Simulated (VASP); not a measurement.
Here is the system:

```
CrN
1.0
    0.00000     2.19837     2.19837
    2.19837     0.00000     2.19837
    2.19837     2.19837     0.00000
Cr N
1 1
Direct
  0.00000   0.00000   0.00000
  0.25000   0.25000   0.25000
```
Starting moments (μB, in the order of the record's atoms Cr N): 2.3 -0.1.

All values below come from r2SCAN meta-GGA, VASP's PBE PAW potentials (set 64) (plane waves; VASP 6.6.1). Settings: 520 eV cut-off, 16×16×16 Γ-centred mesh, tetrahedra with Blöchl corrections, potentials Cr_pv N.

### Question
Give the spin-up energies of bands 5 to 12 at the high-symmetry points, in eV from the Fermi level.

### Answer

| band | Γ | X | U | L | W |
|---|---|---|---|---|---|
| 5 | -6.05 | -7.68 | -7.08 | -6.82 | -6.85 |
| 6 | -6.05 | -4.30 | -4.79 | -5.62 | -5.35 |
| 7 | -6.05 | -4.30 | -4.77 | -5.62 | -4.26 |
| 8 | -2.15 | -2.31 | -2.53 | -1.61 | -2.50 |
| 9 | -2.15 | -1.53 | -1.66 | -1.61 | -1.55 |
| 10 | 0.93 | -0.30 | -0.49 | -0.39 | -1.09 |
| 11 | 2.72 | 0.54 | 0.76 | 0.97 | 0.63 |
| 12 | 4.17 | 0.54 | 1.00 | 2.48 | 0.98 |

### Question
Give the spin-down energies of bands 5 to 12 at the high-symmetry points, in eV from the Fermi level.

### Answer

```csv
band,Γ,X,U,L,W
5,-5.50,-7.00,-6.42,-6.68,-6.17
6,-5.50,-4.10,-4.75,-4.92,-5.01
7,-5.50,-4.10,-4.32,-4.92,-4.13
8,1.69,-1.08,-1.02,1.28,-1.22
9,1.69,2.26,1.58,1.92,0.84
10,2.97,2.26,1.86,1.92,2.57
11,5.33,2.56,3.35,3.83,2.62
12,5.33,2.68,3.49,3.83,4.10
```

It has no gap at this level: it comes out as a metal or semimetal.

The structure was generated: CrN was put into the zinc blende type (F-43m), which need not be its known phase. It was relaxed first, which changed the volume by -25 %.
